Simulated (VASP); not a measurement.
Input for VASP

File POSCAR:
```
MnF2
1
    4.8456350247     0.0000000000     0.0000000000
    0.0000000000     4.8456350247     0.0000000000
    0.0000000000     0.0000000000     3.2805016993
Mn F
2 4
Direct
  0.0000000000   0.0000000000   0.0000000000
  0.5000000000   0.5000000000   0.5000000000
  0.3035984944   0.3035984944   0.0000000000
  0.8035984944   0.1964015056   0.5000000000
  0.1964015056   0.8035984944   0.5000000000
  0.6964015056   0.6964015056   0.0000000000
```

File KPOINTS:
```
Automatic mesh
0
Gamma
5 5 8
0 0 0
```

INCAR:
```
! general
SYSTEM   =  MnF2
PREC     =  Accurate
ENCUT    =  520
LREAL    =  .FALSE.
LASPH    =  .TRUE.

! electronic loop
EDIFF    =  1E-7
NELM     =  100
ALGO     =  Normal
LMAXMIX  =  4

! smearing
ISMEAR   =  -5

! functional
GGA      =  PS

! spin
ISPIN    =  2
MAGMOM   =  4.5 -4.5 -0.0 0.0 0.0 -0.0

! ions
ISIF     =  2

! output
LWAVE    =  .FALSE.
LCHARG   =  .TRUE.
LORBIT   =  11
NEDOS    =  601
```

POTCAR, in this order: Mn_pv F (PBE.64 set). Program: vasp_std.

Problem. Write an equivalent input for Ansatz.

Solution. One equivalent input (not run):
Ansatz 0.2 input:
```yaml
crystal:
  lattice:
    - [4.8456350, 0.0000000, 0.0000000]
    - [0.0000000, 4.8456350, 0.0000000]
    - [0.0000000, 0.0000000, 3.2805017]
  atoms:
    - { symbol: Mn, position: [0.0000000, 0.0000000, 0.0000000], spin: 4.5 }
    - { symbol: Mn, position: [0.5000000, 0.5000000, 0.5000000], spin: -4.5 }
    - { symbol: F, position: [0.3035985, 0.3035985, 0.0000000] }
    - { symbol: F, position: [0.8035985, 0.1964015, 0.5000000] }
    - { symbol: F, position: [0.1964015, 0.8035985, 0.5000000] }
    - { symbol: F, position: [0.6964015, 0.6964015, 0.0000000] }
kpoints:
  mp_grid: { grid: [5, 5, 8] }
hamiltonian:
  xc: pbesol
  pseudopotentials: { kind: paw }
magnetization: { spin_polarized: true }
scf:
  occupations: { method: tetrahedron }
  max_iter: 100
output: { forces: true, stress: true, eigenvalues: true }
```
Limits of the translation: each code has its own PAW files, so the cut-off isn't converted (ENCUT is set for VASP's; basis.ecutwfc is left out, and Ansatz then takes the one that its files recommend); Ansatz stops its SCF on the density residual and VASP on the energy change (EDIFF).

The compound is MnF2 in the rutile structure. It was relaxed first.
